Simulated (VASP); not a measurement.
All values below come from RPBE GGA, VASP's PBE PAW potentials (set 64) (plane waves; VASP).

A VASP calculation is set up with these files.

### KPOINTS
```
Automatic mesh
0
G
16 16 16
```

INCAR:
```
SYSTEM = Pt
PREC = Accurate
ENCUT = 520
EDIFF = 1E-7
NELM = 100
ALGO = Normal
LREAL = .FALSE.
LASPH = .TRUE.
ISMEAR = 1
SIGMA = 0.1
GGA = RP
LMAXMIX = 6
LWAVE = .FALSE.
LCHARG = .FALSE.
ISIF = 2
```

### POSCAR
```
Pt
1
    0.0000000000     1.9944217320     1.9944217320
    1.9944217320     0.0000000000     1.9944217320
    1.9944217320     1.9944217320     0.0000000000
Pt
1
Direct
  0.0000000000   0.0000000000   0.0000000000
```

POTCAR, in this order: Pt (PBE.64 set). Program: vasp_std.

The resulting files:

### OUTCAR
```
 ion  position               nearest neighbor table
   1  0.000  0.000  0.000-
  LATTYP: Found a face centered cubic cell.
 ALAT       =     3.9888434640
 Subroutine PRICEL returns:
 Original cell was already a primitive cell.
 Subroutine GETGRP returns: Found 48 space group operations
The static configuration has the point symmetry O_h .
The dynamic configuration has the point symmetry O_h .
 Subroutine INISYM returns: Found 48 space group operations
 Subroutine IBZKPT returns following result:
 Found    145 irreducible k-points:

 Following reciprocal coordinates:
            Coordinates               Weight
  0.000000  0.000000  0.000000      1.000000
  0.062500  0.000000  0.000000      8.000000
  0.125000  0.000000  0.000000      8.000000
  0.187500  0.000000  0.000000      8.000000
  0.250000  0.000000  0.000000      8.000000
  0.312500  0.000000  0.000000      8.000000
  0.375000  0.000000  0.000000      8.000000
  0.437500  0.000000  0.000000      8.000000
  0.500000  0.000000  0.000000      4.000000
  0.062500  0.062500  0.000000      6.000000
...
```

**OSZICAR**
```
       N       E                     dE             d eps       ncg     rms          rms(c)
DAV:   1     0.361499213300E+02    0.36150E+02   -0.54877E+03  2730   0.103E+03
DAV:   2    -0.538215255129E+01   -0.41532E+02   -0.39651E+02  2769   0.181E+02
DAV:   3    -0.579161834973E+01   -0.40947E+00   -0.40697E+00  3073   0.185E+01
DAV:   4    -0.579296727925E+01   -0.13489E-02   -0.13488E-02  2983   0.111E+00
DAV:   5    -0.579297695190E+01   -0.96727E-05   -0.96725E-05  2977   0.868E-02    0.109E+01
DAV:   6    -0.548992432699E+01    0.30305E+00   -0.82723E-01  2662   0.827E+00    0.592E+00
DAV:   7    -0.545799619228E+01    0.31928E-01   -0.14056E-01  2817   0.331E+00    0.241E+00
DAV:   8    -0.545538363153E+01    0.26126E-02   -0.52710E-03  2806   0.681E-01    0.465E-01
DAV:   9    -0.545523052753E+01    0.15310E-03   -0.15814E-04  2777   0.122E-01    0.230E-02
DAV:  10    -0.545523621551E+01   -0.56880E-05   -0.37403E-06  2999   0.195E-02    0.459E-03
DAV:  11    -0.545523614958E+01    0.65931E-07   -0.43408E-08  2270   0.213E-03
   1 F= -.54552361E+01 E0= -.54548800E+01  d E =-.106839E-02
```

OUTCAR:
```
------------------------ aborting loop because EDIFF is reached ----------------------------------------
  FORCE on cell =-STRESS in cart. coord.  units (eV):
  Direction    XX          YY          ZZ          XY          YZ          ZX
  --------------------------------------------------------------------------------------
  Total       -0.0017491     -0.0017491     -0.0017491     -0.0000000      0.0000000      0.0000000
  in kB       -0.1766223     -0.1766223     -0.1766223     -0.0000000      0.0000000      0.0000000
  external PRESSURE =      -0.1766223 kB  Pullay stress =       0.0000000 kB
  volume of cell :       15.87
      direct lattice vectors                 reciprocal lattice vectors
     0.000000000  1.994421732  1.994421732    -0.250699234  0.250699234  0.250699234
     1.994421732  0.000000000  1.994421732     0.250699234 -0.250699234  0.250699234
     1.994421732  1.994421732  0.000000000     0.250699234  0.250699234 -0.250699234
 POSITION                                       TOTAL-FORCE (eV/Angst)
 -----------------------------------------------------------------------------------
      0.00000      0.00000      0.00000         0.000000      0.000000     -0.000000
 -----------------------------------------------------------------------------------
    total drift:                                0.000000      0.000000     -0.000000
  FREE ENERGIE OF THE ION-ELECTRON SYSTEM (eV)
  ---------------------------------------------------
  free  energy   TOTEN  =        -5.4552361496 eV

  energy  without entropy=       -5.4541677584  energy(sigma->0) =       -5.45488002
```
(Selected blocks of OUTCAR.)

The compound is Pt in the fcc structure. It was relaxed first, which changed the volume by +5 %.
